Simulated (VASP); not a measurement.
Computed with PBE GGA, VASP's PBE PAW potentials (set 64) (plane waves; VASP).

VASP input:

INCAR:
```
! general
SYSTEM   =  AgCl
PREC     =  Accurate
ENCUT    =  520
LREAL    =  F
LASPH    =  T

! electronic loop
EDIFF    =  1E-7
NELM     =  100
ALGO     =  Normal
LMAXMIX  =  4

! smearing
ISMEAR   =  0
SIGMA    =  0.05

! functional
GGA      =  PE

! ions
ISIF     =  2

! output
LWAVE    =  F
LCHARG   =  F
```

**POSCAR**
```
AgCl
4.0421240
  0.0000000000   0.7071068313   0.7071068313
  0.7071068313   0.0000000000   0.7071068313
  0.7071068313   0.7071068313   0.0000000000
Ag Cl
1 1
Cart
  0.0000000000   0.0000000000   0.0000000000
  0.7071068313   0.7071068313   0.7071068313
```

**KPOINTS**
```
Automatic
0
G
 8 8 8
0 0 0
```

POTCAR, in this order: Ag Cl (PBE.64 set). Program: vasp_std.

Problem. What does the run give for the energy per atom (σ→0), pressure, band gap (on the k-mesh)?

Solution. 
```yaml
energy per atom (σ→0): -2692 meV/atom
band gap (on the k-mesh): 0.95 eV
pressure: -2.12 GPa
```

**OSZICAR**
```
...
DAV:   8    -0.538359386082E+01    0.59975E-03   -0.66844E-03   794   0.101E+00    0.267E-01
DAV:   9    -0.538361835027E+01   -0.24489E-04   -0.81000E-04   834   0.450E-01    0.577E-02
DAV:  10    -0.538371099595E+01   -0.92646E-04   -0.18781E-04   784   0.132E-01    0.352E-02
DAV:  11    -0.538371683743E+01   -0.58415E-05   -0.53117E-06   837   0.215E-02    0.529E-03
DAV:  12    -0.538371698369E+01   -0.14626E-06   -0.39651E-07   841   0.656E-03    0.625E-03
DAV:  13    -0.538371711744E+01   -0.13375E-06   -0.22501E-07   758   0.498E-03    0.583E-04
DAV:  14    -0.538371712912E+01   -0.11672E-07   -0.10908E-08   392   0.156E-03
   1 F= -.53837171E+01 E0= -.53837171E+01  d E =-.256283E-12
```

The compound is AgCl in the rock salt structure. This cell is one point of a volume scan, at 1.06 of the reference volume.
